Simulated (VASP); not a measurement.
Here is the system:

```yaml
crystal:
  lattice:
    - [4.02547, -2.19526, -0.00192]
    - [4.02547, 2.19526, -0.00192]
    - [2.83002, 0.00000, 3.60757]
  atoms:
    - { symbol: Sb, position: [0.23293, 0.23293, 0.23293] }
    - { symbol: Sb, position: [0.76707, 0.76707, 0.76707] }
```

These are PW91 GGA, VASP's PBE PAW potentials (set 64) (plane waves; VASP) values and carry that method's errors. Run with 520 eV cut-off, Gaussian smearing of 0.050 eV, potentials Sb.

Unless said otherwise, spin-orbit coupling is left out, though it shifts the bands of the heavy elements here.

Question: What does the run give for the band gap (along the path) with the smallest direct gap where there is one?

Answer: 
band gap (along the path): none (metal, semimetal or under 0.01 eV)

Total energies compare only between runs with the same potentials, cut-off and functional.

The compound is Sb in the a7 structure. It was relaxed first, which changed the volume by +6 %.
